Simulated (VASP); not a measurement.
Here is the system:

```
CELL_PARAMETERS angstrom
      0.00000     3.30742     3.30742
      3.30742     0.00000     3.30742
      3.30742     3.30742     0.00000
ATOMIC_POSITIONS crystal
  In 0.00000 0.00000 0.00000
  Sb 0.25000 0.25000 0.25000
```

Computed with optB88-vdW, VASP's PBE PAW potentials (set 64) (plane waves; VASP). Numerical set-up: 520 eV cut-off, 11×11×11 Γ-centred mesh, tetrahedra with Blöchl corrections, potentials In_d Sb.

Unless said otherwise, spin-orbit coupling is left out, though it shifts the bands of the heavy elements here.

Task: What does the run give for the energy per atom (σ→0), band gap (on the k-mesh) with the smallest direct gap where there is one?

Result: 
```json
{
  "band gap (on the k-mesh)": "none (metal, semimetal or under 0.01 eV)",
  "energy per atom (σ→0)": "-0.845 eV/atom"
}
```

Total energies compare only between runs with the same potentials, cut-off and functional.

The compound is InSb in the zinc blende structure. It was relaxed first, which changed the volume by +6 %.
